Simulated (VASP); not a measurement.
Method: r2SCAN meta-GGA, VASP's PBE PAW potentials (set 64) (plane waves; VASP).

VASP input:

**INCAR**
```
SYSTEM = Ta
PREC = Accurate; ENCUT = 480; LREAL = .FALSE.
LASPH = .TRUE.
EDIFF = 1E-7; NELM = 100; ALGO = Normal
LMAXMIX = 6; LMIXTAU = .TRUE.
ISMEAR = 1; SIGMA = 0.1
METAGGA = R2SCAN
ISIF = 2
LWAVE = .FALSE.; LCHARG = .FALSE.
```

KPOINTS:
```
Automatic mesh
0
Gamma
14 14 14
0 0 0
```

### POSCAR
```
Ta
1
   -1.6277807172     1.6277807172     1.6525692560
    1.6277807172    -1.6277807172     1.6525692560
    1.6277807172     1.6277807172    -1.6525692560
Ta
1
Direct
  0.0000000000   0.0000000000   0.0000000000
```

POTCAR, in this order: Ta_pv (PBE.64 set). Program: vasp_std.

Unless said otherwise, spin-orbit coupling is left out, though it shifts the bands of the heavy elements here.

**Question.** Estimate the energy per atom (σ→0), pressure, band gap (on the k-mesh).

**Answer.** 
```json
{
  "energy per atom (σ→0)": "-48.574 eV/atom",
  "band gap (on the k-mesh)": "none (metal, semimetal or under 0.01 eV)",
  "pressure": "7.10 GPa"
}
```

File OSZICAR:
```
...
DAV:  14    -0.485736883760E+02   -0.19204E-06   -0.21192E-06  5635   0.203E-02    0.166E-02
DAV:  15    -0.485736880650E+02    0.31099E-06   -0.41510E-08  2720   0.290E-03    0.150E-02
DAV:  16    -0.485736869490E+02    0.11160E-05   -0.41302E-06  4589   0.276E-02    0.218E-03
DAV:  17    -0.485736868037E+02    0.14532E-06   -0.77941E-08  2535   0.408E-03    0.741E-04
DAV:  18    -0.485736870380E+02   -0.23439E-06   -0.77446E-09  2229   0.105E-03    0.353E-04
DAV:  19    -0.485736868733E+02    0.16475E-06   -0.10653E-08  2225   0.148E-03    0.101E-04
DAV:  20    -0.485736869352E+02   -0.61887E-07   -0.11257E-09  2223   0.459E-04
   1 F= -.48573687E+02 E0= -.48573820E+02  d E =0.398031E-03
```

The compound is Ta in the bcc structure. This cell was strained or had an atom moved on purpose.
